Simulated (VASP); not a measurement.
Calculation: LDA (Ceperley-Alder, Perdew-Zunger), VASP's LDA PAW potentials (set 64) (plane waves; VASP).

A VASP calculation is set up with these files.

### INCAR
```
# general
SYSTEM =SrO
PREC   =Accurate
ENCUT  =620
LREAL  =.FALSE.
LASPH  =.TRUE.

# electronic loop
EDIFF  =1E-6
NELM   =100
ALGO   =Normal
LMAXMIX=4

# smearing
ISMEAR =0
SIGMA  =0.05

# ions
IBRION =2
NSW    =40
ISIF   =3
EDIFFG =-0.02

# output
LWAVE  =.FALSE.
LCHARG =.FALSE.
```

### POSCAR
```
SrO
1
    0.0000000000     2.5388467148     2.5388467148
    2.5388467148     0.0000000000     2.5388467148
    2.5388467148     2.5388467148     0.0000000000
Sr O
1 1
Direct
  0.0000000000   0.0000000000   0.0000000000
  0.5000000000   0.5000000000   0.5000000000
```

**KPOINTS**
```
Automatic mesh
0
Gamma
9 9 9
0 0 0
```

POTCAR, in this order: Sr_sv O (LDA.64 set). Program: vasp_std.

Q: What will the output report for the number of irreducible k-points (NKPTS), largest plane-wave count, number of space-group operations, FFT grid (NGX, NGY, NGZ)?

A: 
```
Quantity                                       Value
--------------------------------------  ------------
number of irreducible k-points (NKPTS)            35
largest plane-wave count                        1158
number of space-group operations                  48
FFT grid (NGX, NGY, NGZ)                30 × 30 × 30
```

The compound is SrO in the rock salt structure. It was relaxed first.
